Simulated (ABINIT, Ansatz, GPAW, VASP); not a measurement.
## One structure in several programs: HfO2 (Fm-3m, 3 atoms in the cell)

Self-consistent single point, at a second geometry (lattice scaled by 0.98). First geometry:

```
CELL_PARAMETERS angstrom
      0.00000     2.54178     2.54178
      2.54178     0.00000     2.54178
      2.54178     2.54178     0.00000
ATOMIC_POSITIONS crystal
  Hf 0.00000 0.00000 0.00000
  O  0.25000 0.25000 0.25000
  O  0.75000 0.75000 0.75000
```

Shared settings, as Ansatz (a program for electronic structure) writes them: kpoints.mp_grid.grid = 9 9 9; scf.occupations.method = fermi_dirac; scf.occupations.width = 0.02 eV. Potentials and cutoffs stand in the table.

```json
[
 {"code": "VASP", "model": "PBE, VASP's PBE PAW potentials (set 64)", "ΔF from the first geometry (meV/atom)": "26.7", "pressure (GPa)": "8.79", "gap on the mesh (eV)": "4.061", "cutoff": "400 eV"},
 {"code": "ABINIT", "model": "PBE, norm-conserving pseudopotentials (PseudoDojo nc-sr-05 PBE standard)", "ΔF from the first geometry (meV/atom)": "30.7", "pressure (GPa)": "16.49", "gap on the mesh (eV)": "4.101", "cutoff": "84 Ry"},
 {"code": "GPAW", "model": "PBE, GPAW PAW datasets PBE (gpaw-data 1.0.1)", "ΔF from the first geometry (meV/atom)": "42.2", "pressure (GPa)": "–", "gap on the mesh (eV)": "4.040", "cutoff": "950 eV"},
 {"code": "Ansatz", "model": "PBE, default PAW files", "ΔF from the first geometry (meV/atom)": "41.7", "pressure (GPa)": "18.62", "gap on the mesh (eV)": "4.034", "cutoff": "default"}
]
```

For VASP (by 6.5 GPa) and Ansatz (by 0.9 GPa) the energy change implies a higher mean pressure, against the two pressures, than for the other programs: a sign of finite-basis (Pulay) stress.

A dash marks a value that a program does not give, or that is left out as unsure.

Gaps are read on the mesh.

On Ansatz's run: spin-orbit coupling is off.

The spread over the programs that give each value: ΔF from the first geometry within 15.5 meV/atom; pressure within 9.83 GPa; gap on the mesh within 0.067 eV.

Ansatz's pressure is given at a fixed set of plane waves, as the other plane-wave codes print theirs; with its correction for the finite basis it is 19.57 GPa (the shift of 0.95 GPa shows how far the cutoff is from converged). The pressure of GPAW is left out: its cutoff lies under the one at which its stress was checked.

VASP's run is marked for a possible Pulay error in its stress at this cutoff; no cutoff test was made.

The starting cell has typed, rounded lattice constants, without a prior relaxation at this level. Its lattice was rescaled by a random factor within 2.5 % of one. For this run, on top of that: lattice scaled by 0.98.

Left out of this page: Quantum ESPRESSO, CP2K, Elk, FLEUR and SIESTA (not drawn, or without a comparable value).

Keys are those of Ansatz 0.2.
